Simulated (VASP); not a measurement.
Computed with PBE GGA, VASP's PBE PAW potentials (set 64) (plane waves; VASP).

The input files of a VASP run:

### INCAR
```
LWAVE  =  F
GGA  =  PE
ENCUT  =  400
EDIFF  =  1E-6   # SCF stop (eV)
SYSTEM  =  RhTe
NELM  =  100   # most electronic steps
LMAXMIX  =  4
EDIFFG  =  -0.01
NSW  =  60
ISMEAR  =  1
LCHARG  =  F
LREAL  =  F   # projection in real space or not
ISIF  =  3
ALGO  =  Normal   # blocked Davidson
IBRION  =  2   # conjugate gradients
PREC  =  Accurate
LASPH  =  T
SIGMA  =  0.1   # width (eV)
```

File KPOINTS:
```
Automatic mesh
0
Gamma
10 10 10
0 0 0
```

**POSCAR**
```
RhTe
1
    3.3532892159    -0.0000000000    -0.0000000000
   -0.0000000000     3.3532892159    -0.0000000000
   -0.0000000000    -0.0000000000     3.3532892159
Rh Te
1 1
Direct
  0.0000000000   0.0000000000   0.0000000000
  0.5000000000   0.5000000000   0.5000000000
```

POTCAR, in this order: Rh_pv Te (PBE.64 set). Program: vasp_std.

The resulting files:

File OSZICAR:
```
       N       E                     dE             d eps       ncg     rms          rms(c)
DAV:   1     0.113259437517E+03    0.11326E+03   -0.10421E+04  1816   0.114E+03
DAV:   2    -0.768561927495E+01   -0.12095E+03   -0.11889E+03  1838   0.308E+02
DAV:   3    -0.104422770823E+02   -0.27567E+01   -0.27077E+01  1832   0.483E+01
DAV:   4    -0.104711961497E+02   -0.28919E-01   -0.28911E-01  1886   0.516E+00
DAV:   5    -0.104716936671E+02   -0.49752E-03   -0.49751E-03  1874   0.640E-01    0.135E+01
DAV:   6    -0.103856651421E+02    0.86029E-01   -0.80583E-02  1714   0.236E+00    0.803E+00
DAV:   7    -0.103630011104E+02    0.22664E-01   -0.12890E-01  1712   0.332E+00    0.136E+00
DAV:   8    -0.103615423964E+02    0.14587E-02   -0.79105E-03  1792   0.940E-01    0.107E+00
DAV:   9    -0.103606376197E+02    0.90478E-03   -0.20482E-03  1612   0.426E-01    0.612E-01
DAV:  10    -0.103605371543E+02    0.10047E-03   -0.23482E-04  1850   0.128E-01    0.145E-01
DAV:  11    -0.103605353496E+02    0.18047E-05   -0.32823E-06  1724   0.169E-02    0.177E-02
DAV:  12    -0.103605351206E+02    0.22899E-06   -0.10181E-07  1006   0.343E-03
   1 F= -.10360535E+02 E0= -.10360799E+02  d E =-.103605E+02
       N       E                     dE             d eps       ncg     rms          rms(c)
DAV:   1    -0.104440238243E+02   -0.83488E-01   -0.12287E+00  1604   0.138E+01    0.221E+00
DAV:   2    -0.103978105800E+02    0.46213E-01   -0.72738E-01  1612   0.925E+00    0.138E+00
DAV:   3    -0.103611981549E+02    0.36612E-01   -0.11249E-01  1612   0.369E+00    0.578E-01
DAV:   4    -0.103603643940E+02    0.83376E-03   -0.38590E-03  1670   0.446E-01    0.166E-01
DAV:   5    -0.103600191101E+02    0.34528E-03   -0.15291E-03  1784   0.364E-01    0.179E-01
DAV:   6    -0.103600466048E+02   -0.27495E-04   -0.10257E-04  1786   0.109E-01    0.129E-01
DAV:   7    -0.103600492887E+02   -0.26839E-05   -0.71103E-06  1772   0.274E-02    0.723E-02
DAV:   8    -0.103600477264E+02    0.15623E-05   -0.10190E-06   900   0.863E-03    0.352E-02
DAV:   9    -0.103600470265E+02    0.69982E-06   -0.17515E-07   826   0.370E-03
   2 F= -.10360047E+02 E0= -.10360172E+02  d E =0.488094E-03
       N       E                     dE             d eps       ncg     rms          rms(c)
DAV:   1    -0.103898099134E+02   -0.29762E-01   -0.41403E-01  1598   0.810E+00    0.127E+00
DAV:   2    -0.103754222028E+02    0.14388E-01   -0.25952E-01  1612   0.556E+00    0.850E-01
DAV:   3    -0.103615264040E+02    0.13896E-01   -0.40508E-02  1610   0.217E+00    0.353E-01
DAV:   4    -0.103612270739E+02    0.29933E-03   -0.13348E-03  1672   0.239E-01    0.104E-01
DAV:   5    -0.103610734192E+02    0.15365E-03   -0.58707E-04  1736   0.210E-01    0.100E-01
DAV:   6    -0.103610736347E+02   -0.21555E-06   -0.19137E-05  1718   0.440E-02    0.834E-02
DAV:   7    -0.103610726786E+02    0.95609E-06   -0.25428E-06  1686   0.139E-02
   3 F= -.10361073E+02 E0= -.10361274E+02  d E =-.537558E-03
       N       E                     dE             d eps       ncg     rms          rms(c)
DAV:   1    -0.103612213360E+02   -0.14770E-03   -0.21457E-03  1610   0.580E-01    0.999E-02
DAV:   2    -0.103611414958E+02    0.79840E-04   -0.13576E-03  1604   0.401E-01    0.673E-02
DAV:   3    -0.103610710352E+02    0.70461E-04   -0.20881E-04  1622   0.157E-01    0.170E-02
DAV:   4    -0.103610688881E+02    0.21472E-05   -0.73203E-06  1676   0.185E-02    0.110E-02
DAV:   5    -0.103610677772E+02    0.11109E-05   -0.22294E-06  1232   0.137E-02    0.910E-03
DAV:   6    -0.103610673194E+02    0.45777E-06   -0.19605E-07   790   0.468E-03
   4 F= -.10361067E+02 E0= -.10361276E+02  d E =-.532199E-03
```

File OUTCAR:
```
------------------------ aborting loop because EDIFF is reached ----------------------------------------
  FORCE on cell =-STRESS in cart. coord.  units (eV):
  Direction    XX          YY          ZZ          XY          YZ          ZX
  --------------------------------------------------------------------------------------
  Total       -0.0141525     -0.0141525     -0.0141525      0.0000000     -0.0000000      0.0000000
  in kB       -0.6044414     -0.6044414     -0.6044414      0.0000000     -0.0000000      0.0000000
  external PRESSURE =      -0.6044414 kB  Pullay stress =       0.0000000 kB
  volume of cell :       37.51
      direct lattice vectors                 reciprocal lattice vectors
     3.347574343 -0.000000000 -0.000000000     0.298723762  0.000000000  0.000000000
    -0.000000000  3.347574343 -0.000000000     0.000000000  0.298723762 -0.000000000
    -0.000000000  0.000000000  3.347574343     0.000000000  0.000000000  0.298723762
 POSITION                                       TOTAL-FORCE (eV/Angst)
 -----------------------------------------------------------------------------------
      0.00000      0.00000      0.00000         0.000000      0.000000      0.000000
      1.67379      1.67379      1.67379        -0.000000     -0.000000      0.000000
 -----------------------------------------------------------------------------------
    total drift:                                0.000000      0.000000      0.000000
  FREE ENERGIE OF THE ION-ELECTRON SYSTEM (eV)
  ---------------------------------------------------
  free  energy   TOTEN  =       -10.3610673194 eV

  energy  without entropy=      -10.3616932042  energy(sigma->0) =      -10.36127595

 reached required accuracy - stopping structural energy minimisation
```
(Selected blocks of OUTCAR.)

CONTCAR:
```
RhTe
   1.00000000000000
     3.3475743425886844   -0.0000000000000000   -0.0000000000000000
    -0.0000000000000000    3.3475743425886844   -0.0000000000000000
    -0.0000000000000000    0.0000000000000000    3.3475743425886844
  Rh              Te
     1     1
Direct
     0.0000000000000000    0.0000000000000000    0.0000000000000000
     0.5000000000000000    0.5000000000000000    0.5000000000000000
```

The structure was generated: RhTe was put into the CsCl type type (Pm-3m), which need not be its known phase. This run relaxes it. Symmetry was kept, so distortions that lower it aren't found. The start is the result of an earlier pass. The electron count is odd and the run is not spin-polarised, which forces a metal.
